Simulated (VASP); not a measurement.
Input of a VASP 6.6.1 run:

INCAR

```
SYSTEM = Mo
ALGO     = Normal         ! electronic algorithm
EDIFF    = 1E-7           ! SCF threshold, eV
EDIFFG   = -0.002         ! ionic threshold
ENCUT    = 520            ! plane-wave cutoff, eV
GGA      = PE             ! functional
IBRION   = 2              ! ionic algorithm
ISIF     = 3              ! what is computed and relaxed
ISMEAR   = 0              ! smearing method
LASPH    = .True.         ! aspherical terms in the spheres
LCHARG   = .False.        ! write CHGCAR
LREAL    = .False.        ! projectors in reciprocal space
LWAVE    = .False.        ! write WAVECAR
NELM     = 60             ! most SCF steps
NSW      = 80             ! ionic steps
PREC     = Accurate       ! precision mode
SIGMA    = 0.3            ! smearing width, eV
```

The input KPOINTS:

```
k-points
0
Gamma
  18 18 18
  0 0 0
```

File POSCAR:

```
Mo
1.0
   -1.5734150000      1.5734150000      1.5734150000
    1.5734150000     -1.5734150000      1.5734150000
    1.5734150000      1.5734150000     -1.5734150000
Mo
1
Direct
    0.0000000000      0.0000000000      0.0000000000
```

Potentials or basis: VASP PAW PBE potentials, release 64 (Mo_sv).

Launch:

```sh
$ cat potpaw_PBE.64/Mo_sv/POTCAR > POTCAR
$ mpirun -np 1 vasp_std > vasp.out
```

(1) Predict the relaxed volume.

(2) What does it give for the space group after relaxing (to 0.05 Å)?

Results:

(1) 15.83 Å³/atom.

(2) Im-3m (No. 229).
